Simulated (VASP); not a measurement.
VASP ran on this input.

**INCAR**
```
ISIF = 3   ! ions, shape and volume
ISMEAR = 0
NSW = 60   ! most ionic steps
LWAVE = .FALSE.
LREAL = .FALSE.   ! projection in real space or not
LASPH = .TRUE.   ! aspherical one-centre terms
SIGMA = 0.05   ! width (eV)
IBRION = 2   ! conjugate gradients
NELM = 100   ! most electronic steps
SYSTEM = BaF2
METAGGA = R2SCAN
EDIFFG = -0.02   ! ionic stop
LMAXMIX = 4
PREC = Accurate
ALGO = Normal   ! blocked Davidson
EDIFF = 1E-6   ! SCF stop (eV)
LMIXTAU = .TRUE.
LCHARG = .FALSE.
ENCUT = 530   ! plane-wave cut-off (eV)
```

File POSCAR:
```
BaF2
1
   -0.0000000000     3.1136563825     3.1136563825
    3.1136563825    -0.0000000000     3.1136563825
    3.1136563825     3.1136563825     0.0000000000
Ba F
1 2
Direct
  0.0000000000   0.0000000000   0.0000000000
  0.2500000000   0.2500000000   0.2500000000
  0.7500000000   0.7500000000   0.7500000000
```

File KPOINTS:
```
Automatic mesh
0
Gamma
6 6 6
0 0 0
```

POTCAR, in this order: Ba_sv F (PBE.64 set). Program: vasp_std.

Q: Translate this r2SCAN calculation to Ansatz.

A: One equivalent input (not run):
Ansatz 0.2 input:
```yaml
crystal:
  lattice:
    - [0.0000000, 3.1136564, 3.1136564]
    - [3.1136564, 0.0000000, 3.1136564]
    - [3.1136564, 3.1136564, 0.0000000]
  atoms:
    - { symbol: Ba, position: [0.0000000, 0.0000000, 0.0000000] }
    - { symbol: F, position: [0.2500000, 0.2500000, 0.2500000] }
    - { symbol: F, position: [0.7500000, 0.7500000, 0.7500000] }
kpoints:
  mp_grid: { grid: [6, 6, 6] }
hamiltonian:
  xc: r2scan
  pseudopotentials: { kind: paw }
scf:
  occupations: { method: gaussian, width: 0.05 }
  max_iter: 100
relax:
  max_steps: 60
  f_tol: 0.02
  cell: {}
output: { forces: true, stress: true, eigenvalues: true }
```
Limits of the translation: each code has its own PAW files, so the cut-off isn't converted (ENCUT is set for VASP's; basis.ecutwfc is left out, and Ansatz then takes the one that its files recommend); Ansatz stops its SCF on the density residual and VASP on the energy change (EDIFF).

The compound is BaF2 in the fluorite structure. It was relaxed first. The start is the result of an earlier pass.
